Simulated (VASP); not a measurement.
Given:

```
CELL_PARAMETERS angstrom
      1.27011    -2.19990     0.00000
      1.27011     2.19990     0.00000
      0.00000     0.00000     4.20143
ATOMIC_POSITIONS crystal
  B  0.66667 0.33333 0.50021
  B  0.33333 0.66667 0.00021
  N  0.66667 0.33333 0.87479
  N  0.33333 0.66667 0.37479
```

Method: MS2 meta-GGA, VASP's PBE PAW potentials (set 64) (plane waves; VASP 6.6.1). Run with 520 eV cut-off, 11×11×6 Γ-centred mesh, tetrahedra with Blöchl corrections, potentials B N.

### Question
Tabulate the total density of states (states/eV per cell) against energy (eV; zero at the valence-band maximum or, without a gap, the Fermi level).

### Answer

| E (eV) | DOS (states/eV) |
|---|---|
| -9.93 | 0.71 |
| -9.09 | 1.52 |
| -8.37 | 0.87 |
| -7.53 | 0.77 |
| -6.81 | 1.24 |
| -5.97 | 1.28 |
| -5.13 | 1.41 |
| -4.41 | 1.62 |
| -3.57 | 1.96 |
| -2.73 | 1.75 |
| -2.01 | 1.03 |
| -1.17 | 0.55 |
| -0.33 | 0.15 |
| 0.39 | 0.00 |
| 1.23 | 0.00 |
| 1.95 | 0.00 |
| 2.79 | 0.00 |
| 3.63 | 0.00 |
| 4.35 | 0.00 |
| 5.19 | 0.00 |
| 5.91 | 0.01 |
| 6.75 | 0.11 |
| 7.59 | 1.15 |
| 8.31 | 1.24 |
| 9.15 | 1.02 |
Within 2 eV below the valence-band maximum the largest weight inside VASP's projection spheres is N p, then B p.

The compound is BN in the wurtzite structure, a metastable high-pressure form. It was relaxed first.
